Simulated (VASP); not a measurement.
Method: r2SCAN meta-GGA, VASP's PBE PAW potentials (set 64) (plane waves; VASP).

The input files of a VASP run:

File KPOINTS:
```
Automatic
0
G
 8 8 8
```

### POSCAR
```
HfO2
1.0
  0.0000000000   2.4424066270   2.4424066270
  2.4424066270   0.0000000000   2.4424066270
  2.4424066270   2.4424066270   0.0000000000
Hf O
1 2
Cartesian
  0.0000000000   0.0000000000   0.0000000000
  1.2212033135   1.2212033135   1.2212033135
  3.6636099405   3.6636099405   3.6636099405
```

### INCAR
```
ENCUT=620
IBRION=2
PREC=Accurate
ISIF=3   ! ions, shape and volume
EDIFFG=-0.02   ! ionic stop
METAGGA=R2SCAN
LCHARG=.False.
SYSTEM=HfO2
NELM=100
LMAXMIX=6   ! l cut-off of mixed one-centre charges
PSTRESS=300
LREAL=.False.
NSW=40
SIGMA=0.05   ! width (eV)
LASPH=.True.   ! aspherical one-centre terms
EDIFF=1E-6
ISMEAR=0
LMIXTAU=.True.
ALGO=Normal   ! blocked Davidson
LWAVE=.False.
```

POTCAR, in this order: Hf_pv O (PBE.64 set). Program: vasp_std.

The resulting files:

File OSZICAR:
```
       N       E                     dE             d eps       ncg     rms          rms(c)
DAV:   1     0.775539344777E+02    0.77554E+02   -0.14938E+04   870   0.174E+03
DAV:   2    -0.760822951226E+02   -0.15364E+03   -0.15034E+03  1094   0.368E+02
DAV:   3    -0.801299235744E+02   -0.40476E+01   -0.40444E+01  1150   0.587E+01
DAV:   4    -0.801502381456E+02   -0.20315E-01   -0.20313E-01  1073   0.443E+00
DAV:   5    -0.801503981402E+02   -0.15999E-03   -0.15999E-03  1136   0.357E-01    0.658E+01
DAV:   6    -0.678414914413E+02    0.12309E+02   -0.14817E+01   996   0.334E+01    0.479E+01
DAV:   7    -0.701513106379E+02   -0.23098E+01   -0.37526E+00  1010   0.172E+01    0.256E+01
DAV:   8    -0.638594499040E+02    0.62919E+01   -0.21836E+00   870   0.178E+01    0.456E+00
DAV:   9    -0.680959905985E+02   -0.42365E+01   -0.96097E-01   870   0.111E+01    0.759E+00
DAV:  10    -0.683570140911E+02   -0.26102E+00   -0.65330E-01   968   0.715E+00    0.117E+00
DAV:  11    -0.683180666141E+02    0.38947E-01   -0.22775E-02   968   0.169E+00    0.538E-01
DAV:  12    -0.683126143595E+02    0.54523E-02   -0.35121E-03  1003   0.710E-01    0.635E-01
DAV:  13    -0.683190685267E+02   -0.64542E-02   -0.37323E-03   961   0.706E-01    0.210E-01
DAV:  14    -0.683187730898E+02    0.29544E-03   -0.73041E-04  1122   0.245E-01    0.125E-01
DAV:  15    -0.683187727488E+02    0.34106E-06   -0.22200E-04  1087   0.105E-01    0.495E-02
DAV:  16    -0.683187655790E+02    0.71698E-05   -0.17968E-05   968   0.389E-02    0.291E-02
DAV:  17    -0.683187694817E+02   -0.39027E-05   -0.13039E-06   674   0.120E-02    0.157E-02
DAV:  18    -0.683187733705E+02   -0.38888E-05   -0.23933E-06   949   0.149E-02    0.229E-03
DAV:  19    -0.683187729941E+02    0.37639E-06   -0.14715E-07   519   0.537E-03
   1 F= -.62862519E+02 E0= -.62862519E+02  d E =-.628625E+02
```

File OUTCAR:
```
------------------------ aborting loop because EDIFF is reached ----------------------------------------
  FORCE on cell =-STRESS in cart. coord.  units (eV):
  Direction    XX          YY          ZZ          XY          YZ          ZX
  --------------------------------------------------------------------------------------
  Total        5.4412917      5.4412917      5.4412917     -0.0000000     -0.0000000     -0.0000000
  in kB      299.1773321    299.1773321    299.1773321     -0.0000000     -0.0000000     -0.0000000
  external PRESSURE =      -0.8226679 kB  Pullay stress =     300.0000000 kB
  volume of cell :       29.14
      direct lattice vectors                 reciprocal lattice vectors
     0.000000000  2.442406627  2.442406627    -0.204716117  0.204716117  0.204716117
     2.442406627  0.000000000  2.442406627     0.204716117 -0.204716117  0.204716117
     2.442406627  2.442406627  0.000000000     0.204716117  0.204716117 -0.204716117
 POSITION                                       TOTAL-FORCE (eV/Angst)
 -----------------------------------------------------------------------------------
      0.00000      0.00000      0.00000         0.000000      0.000000     -0.000000
      1.22120      1.22120      1.22120        -0.000000     -0.000000      0.000000
      3.66361      3.66361      3.66361         0.000000      0.000000     -0.000000
 -----------------------------------------------------------------------------------
    total drift:                                0.000000      0.000000      0.000000
  FREE ENERGIE OF THE ION-ELECTRON SYSTEM (eV)
  ---------------------------------------------------
  free  energy   TOTEN  =       -68.3187729941 eV

  energy  without entropy=      -68.3187729941  energy(sigma->0) =      -68.31877299
  enthalpy is  TOTEN    =       -62.8625190248 eV   P V=        5.4562539693

 reached required accuracy - stopping structural energy minimisation
```
(Selected blocks of OUTCAR.)

OUTCAR:
```
 val. band max:        4.8993576934   @ k =   0.5000   0.5000   0.0000

 cond. band min:       9.5250647965   @ k =   0.5000   0.5000   0.0000


 Fermi energy:         5.1209440806

 k-point     1 :       0.0000    0.0000    0.0000
  band No.  band energies     occupation
      1     -25.2234      2.00000
      2     -25.2234      2.00000
      3     -25.2234      2.00000
      4     -15.5579      2.00000
      5     -11.9766      2.00000
      6      -1.2844      2.00000
      7      -1.2844      2.00000
      8      -1.2844      2.00000
      9       4.2075      2.00000
     10       4.2075      2.00000
     11       4.2075      2.00000
     12       9.5878      0.00000
     13       9.5878      0.00000
     14      12.2966      0.00000
     15      17.4242      0.00000

 k-point     2 :       0.1250    0.0000    0.0000
  band No.  band energies     occupation
      1     -25.3446      2.00000
      2     -25.2353      2.00000
      3     -25.2353      2.00000
      4     -15.2781      2.00000
      5     -12.1949      2.00000
      6      -1.1084      2.00000
      7      -1.1083      2.00000
      8      -0.7693      2.00000
      9       3.7516      2.00000
     10       3.8877      2.00000
     11       3.8877      2.00000
     12       9.9373      0.00000
     13       9.9373      0.00000
     14      12.8744      0.00000
     15      16.5243      0.00000

 k-point     3 :       0.2500    0.0000    0.0000
  band No.  band energies     occupation
      1     -25.6175      2.00000
      2     -25.2638      2.00000
      3     -25.2638      2.00000
      4     -14.6540      2.00000
      5     -12.5911      2.00000
      6      -0.6756      2.00000
      7      -0.6756      2.00000
      8       0.4066      2.00000
      9       2.8175      2.00000
     10       3.3115      2.00000
     11       3.3115      2.00000
     12      10.4599      0.00000
     13      10.4599      0.00000
     14      13.2334      0.00000
     15      16.0457      0.00000
...
```

Unless said otherwise, spin-orbit coupling is left out, though it shifts the bands of the heavy elements here.

The compound is HfO2 in the fluorite structure, the high-temperature cubic form, which is unstable at 0 K; the monoclinic form is the stable one. It was relaxed first under an external pressure of 30 GPa.
